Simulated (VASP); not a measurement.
# Sn2Bi2O (P4/nmm) in VASP: relaxation of cell and atoms with PBE

Aim: the relaxation of cell and atoms of Sn2Bi2O with PBE.

Program: VASP 6.6.1. These are calculated values, not measurements. Logs are shortened: lines on timing, memory, paths and dates and some standing lists are left out, and cuts for length are marked.

### Step 1. The structure

Symmetry: P4/nmm, No. 129, tetragonal system. The conventional cell has a = 3.936 Å, b = 3.936 Å, c = 18.567 Å, α = 90.00°, β = 90.00°, γ = 90.00°. Sn (site symmetry 4mm) has 4 O at 2.28 Å as nearest neighbours. Sn (site symmetry -4m2) is surrounded by 4 Sn at 2.78 Å. Bi (site symmetry 4mm) has 1 Bi at 2.97 Å as nearest neighbours. Bi (site symmetry 4mm) is surrounded by 1 Bi at 2.97 Å. O (site symmetry -4m2) is surrounded by 4 Sn at 2.28 Å.

The cell was built by a generator and needn't be a form met in nature.

### Step 2. Relaxation of cell and atoms, PBE

Input file INCAR:

```
SYSTEM = Sn2Bi2O
ALGO = Normal
EDIFF = 1E-6
EDIFFG = -0.01
ENCUT = 520
GGA = PE
IBRION = 2
ISIF = 3
ISMEAR = 0
KPAR = 8
LASPH = .TRUE.
LCHARG = .FALSE.
LREAL = .FALSE.
LWAVE = .FALSE.
NELM = 120
NSW = 90
PREC = Accurate
SIGMA = 0.1
```

Input file KPOINTS:

```
k-points
0
G
  8 8 2
  0 0 0
```

Input file POSCAR:

```
Sn2Bi2O
1.0
    3.9360000000      0.0000000000      0.0000000000
    0.0000000000      3.9360000000      0.0000000000
    0.0000000000      0.0000000000     18.5670000000
Sn Bi O
4 4 2
Direct
    0.0000000000      0.5000000000      0.9379005800
    0.5000000000      0.0000000000      0.0620994200
    0.5000000000      0.5000000000      0.5000000000
    0.0000000000      0.0000000000      0.5000000000
    0.5000000000      0.0000000000      0.6542252400
    0.5000000000      0.0000000000      0.8142941800
    0.0000000000      0.5000000000      0.3457747600
    0.0000000000      0.5000000000      0.1857058200
    0.5000000000      0.5000000000      0.0000000000
    0.0000000000      0.0000000000      0.0000000000
```

Potentials or basis: VASP PAW PBE potentials, release 64 (Sn_d, Bi_d, O).

Run with:

```console
> cat potpaw_PBE.64/Sn_d/POTCAR potpaw_PBE.64/Bi_d/POTCAR potpaw_PBE.64/O/POTCAR > POTCAR
> mpirun -np 8 vasp_std > vasp.out
```

OUTCAR:

```text
SYSTEM = Sn2Bi2O
   EDIFF = 1E-6
   EDIFFG = -0.01
   ENCUT = 520
   GGA = PE
   IBRION = 2
   ISIF = 3
   ISMEAR = 0
   LASPH = .TRUE.
   LREAL = .FALSE.
   NELM = 120
   NSW = 90
   PREC = Accurate

 ion  position               nearest neighbor table
   1  0.000  0.500  0.938-   9 2.28  10 2.28  10 2.28   9 2.28   6 3.61   6 3.61   6 3.61   6 3.61
                             2 3.61   2 3.61   2 3.61   2 3.61
   2  0.500  0.000  0.062-   9 2.28  10 2.28   9 2.28  10 2.28   8 3.61   8 3.61   8 3.61   8 3.61
                             1 3.61   1 3.61   1 3.61   1 3.61
   3  0.500  0.500  0.500-   4 2.78   4 2.78   4 2.78   4 2.78   5 3.47   7 3.47   7 3.47   5 3.47

   4  0.000  0.000  0.500-   3 2.78   3 2.78   3 2.78   3 2.78   7 3.47   7 3.47   5 3.47   5 3.47

   5  0.500  0.000  0.654-   6 2.97   4 3.47   3 3.47   3 3.47   4 3.47
   6  0.500  0.000  0.814-   5 2.97   1 3.61   1 3.61   1 3.61   1 3.61
   7  0.000  0.500  0.346-   8 2.97   4 3.47   3 3.47   4 3.47   3 3.47
   8  0.000  0.500  0.186-   7 2.97   2 3.61   2 3.61   2 3.61   2 3.61
   9  0.500  0.500  0.000-   1 2.28   2 2.28   2 2.28   1 2.28
  10  0.000  0.000  0.000-   1 2.28   2 2.28   1 2.28   2 2.28

  LATTYP: Found a simple tetragonal cell.
 ALAT       =     3.9360000000
 C/A-ratio  =     4.7172256098

  Lattice vectors:

 A1 = (   3.9360000000,   0.0000000000,   0.0000000000)
 A2 = (   0.0000000000,   3.9360000000,   0.0000000000)
 A3 = (   0.0000000000,   0.0000000000,  18.5670000000)

Analysis of symmetry for initial positions (statically):
=====================================================================
 Subroutine PRICEL returns:
 Original cell was already a primitive cell.

 Routine SETGRP: Setting up the symmetry group for a
 simple tetragonal supercell.

 Subroutine GETGRP returns: Found 16 space group operations
 (whereof  8 operations were pure point group operations)
 out of a pool of 16 trial point group operations.

The static configuration has the point symmetry D_2d.
 The point group associated with its full space group is D_4h.

Analysis of symmetry for dynamics (positions and initial velocities):
=====================================================================
 Subroutine PRICEL returns:
 Original cell was already a primitive cell.

 Routine SETGRP: Setting up the symmetry group for a
 simple tetragonal supercell.

 Subroutine GETGRP returns: Found 16 space group operations
 (whereof  8 operations were pure point group operations)
 out of a pool of 16 trial point group operations.

The dynamic configuration has the point symmetry D_2d.
[... 137 lines left out ...]
  volume/ion in A,a.u.               =      28.76       194.11
  Fermi-wavevector in a.u.,A,eV,Ry     =   1.249859  2.361890 21.254290  1.562146
  Thomas-Fermi vector in A             =   2.383880
   LORBIT       =      0    0 simple, 1 ext, 2 COOP (PROOUT), +10 PAW based schemes
   GGA     = PE    functional components
   LHFCALC =     F    Hartree Fock is set to
   AEXX    =    0.0000 exact exchange contribution
   IVDW    =     0    specifies the selected vdW correction
   LEPSILON=     F    determine dielectric tensor
   LRPA    =     F    only Hartree local field effects (RPA)
 conjugate gradient relaxation of ions
 non-spin polarized calculation
 Gauss-broadening in eV      SIGMA  =   0.10
  energy-cutoff  :      520.00
  volume of cell :      287.64
 maximum number of plane-waves:      7806
 NGX is ok and might be reduce to    30
   NGX = 15   NGY = 15   NGZ = 69

--------------------------------------- Ionic step        1  -------------------------------------------

 number of electron     127.9999986 magnetization

 Free energy of the ion-electron system (eV)
  ---------------------------------------------------
  ext. energy  EPLUGINS =         0.00000000
  ---------------------------------------------------
  free energy    TOTEN  =       -42.69118614 eV

  energy without entropy =      -42.65155045  energy(sigma->0) =      -42.67136830

------------------------ aborting loop because EDIFF is reached ----------------------------------------

  FORCE on cell =-STRESS in cart. coord.  units (eV):
  Direction    XX          YY          ZZ          XY          YZ          ZX
  --------------------------------------------------------------------------------------
  -------------------------------------------------------------------------------------
  Total        1.1819020      1.1819020      1.8649265      0.0000000      0.0000000     -0.0000000
  in kB        6.5832469      6.5832469     10.3877236      0.0000000      0.0000000     -0.0000000
  external PRESSURE =       7.8514058 kB  Pullay stress =       0.0000000 kB
[... 113 lines left out ...]
  FREE ENERGIE OF THE ION-ELECTRON SYSTEM (eV)
  ---------------------------------------------------
  free  energy   TOTEN  =       -42.7071903874 eV

  energy  without entropy=      -42.6659021732  energy(sigma->0) =      -42.68654628

[... ionic steps 4 to 43 ...]

--------------------------------------- Ionic step       44  -------------------------------------------

 number of electron     127.9999990 magnetization

------------------------ aborting loop because EDIFF is reached ----------------------------------------
[... 83 lines left out ...]
--------------------------------------- Ionic step       46  -------------------------------------------

 number of electron     127.9999990 magnetization

 Free energy of the ion-electron system (eV)
  ---------------------------------------------------
  ext. energy  EPLUGINS =         0.00000000
  ---------------------------------------------------
  free energy    TOTEN  =       -42.79696896 eV

  energy without entropy =      -42.77889301  energy(sigma->0) =      -42.78793098

 E-fermi :   5.2147     XC(G=0):  -9.0904

 val. band max:        5.2091881892   @ k =   0.1250   0.1250   0.5000
 cond. band min:       5.2208613194   @ k =   0.0000   0.0000   0.0000
 fundamental gap:      0.0116731303
 Fermi energy:         5.2147328585

 k-point     1 :       0.0000    0.0000    0.0000
  band No.  band energies     occupation
      1     -17.6751      2.00000
      2     -17.6743      2.00000
      3     -17.6117      2.00000
      4     -17.6107      2.00000
      5     -17.5718      2.00000
      6     -17.5718      2.00000
[... 1885 lines left out ...]
     75       9.8946      0.00000
     76       9.8946      0.00000

 [... further k-points ...]
[... 5 lines left out ...]
  --------------------------------------------------------------------------------------
  -------------------------------------------------------------------------------------
  Total        0.0298898      0.0298898     -0.0114861      0.0000000      0.0000000     -0.0000000
  in kB        0.1547880      0.1547880     -0.0594824      0.0000000      0.0000000     -0.0000000
  external PRESSURE =       0.0833645 kB  Pullay stress =       0.0000000 kB
[... 25 lines left out ...]
  FREE ENERGIE OF THE ION-ELECTRON SYSTEM (eV)
  ---------------------------------------------------
  free  energy   TOTEN  =       -42.7969689563 eV

  energy  without entropy=      -42.7788930090  energy(sigma->0) =      -42.78793098

 reached required accuracy - stopping structural energy minimisation
```

Wall time 28 min (8 MPI ranks of Intel Xeon 6975P-C (Granite Rapids), shared host); peak memory 0.71 GiB.

Results:

- Free energy: -42.7970 eV
- Relaxed volume: 30.94 Å³/atom
- Relaxed cell: a = 3.937 Å, b = 3.937 Å, c = 19.958 Å, α = 90.00°, β = 90.00°, γ = 90.00°
- Space group after relaxing (to 0.05 Å): P4/nmm (No. 129)
- Energy gained by relaxing: 10.6 meV/atom
- Ionic steps: 46
- Pressure after relaxing: 0.0 GPa
- Largest force after relaxing: 0.005 eV/Å
- Band gap on the k mesh: none (metal or under the smearing width)

Forces in eV/Å, atoms in the order of the input:
```
Sn   0.000  0.000  0.005
Sn   0.000  0.000 -0.005
Sn   0.000  0.000  0.000
Sn   0.000  0.000  0.000
Bi   0.000  0.000  0.000
Bi   0.000  0.000  0.001
Bi   0.000  0.000  0.000
Bi   0.000  0.000 -0.001
O    0.000  0.000  0.000
O    0.000  0.000  0.000
```

Step by step:
```tsv
step	energy change (eV)	largest force (eV/Å)	pressure (GPa)	volume (Å³)
1	0.0000	0.2957	0.79	287.64
3	-0.0160	0.1816	-0.12	292.48
5	-0.0248	0.1554	0.06	292.88
7	-0.0366	0.1970	-0.24	295.78
9	-0.0431	0.2723	-0.64	300.19
11	-0.0505	0.2743	-0.53	300.57
13	-0.0748	0.2576	-0.18	302.08
15	-0.0819	0.3158	0.07	303.14
17	-0.0959	0.1086	0.15	304.31
19	-0.0987	0.0343	0.04	305.63
21	-0.1016	0.1053	-0.17	307.35
23	-0.1034	0.0550	-0.06	307.40
25	-0.1038	0.0333	0.04	306.87
27	-0.1040	0.0225	0.02	307.13
29	-0.1040	0.0304	-0.01	307.27
31	-0.1043	0.0169	0.02	307.24
33	-0.1044	0.0101	0.04	307.22
35	-0.1047	0.0444	-0.03	307.91
37	-0.1048	0.0541	-0.06	308.15
39	-0.1053	0.0439	-0.02	308.61
41	-0.1057	0.0265	-0.01	309.36
43	-0.1057	0.0237	-0.01	309.49
45	-0.1057	0.0240	-0.01	309.47
46	-0.1058	0.0048	0.01	309.38
```

Final structure:
```xyz
10
Lattice="3.9372 0.0000 0.0000 0.0000 3.9372 0.0000 0.0000 0.0000 19.9580" Properties=species:S:1:pos:R:3 pbc="T T T"
Sn    0.0000    1.9686   18.8067
Sn    1.9686    0.0000    1.1513
Sn    1.9686    1.9686    9.9790
Sn    0.0000    0.0000    9.9790
Bi    1.9686    0.0000   12.7962
Bi    1.9686    0.0000   15.8070
Bi    0.0000    1.9686    7.1618
Bi    0.0000    1.9686    4.1509
O     1.9686    1.9686    0.0000
O     0.0000    0.0000    0.0000
```

Caveat: spin-orbit coupling is left out, which moves the levels of the heavy elements.
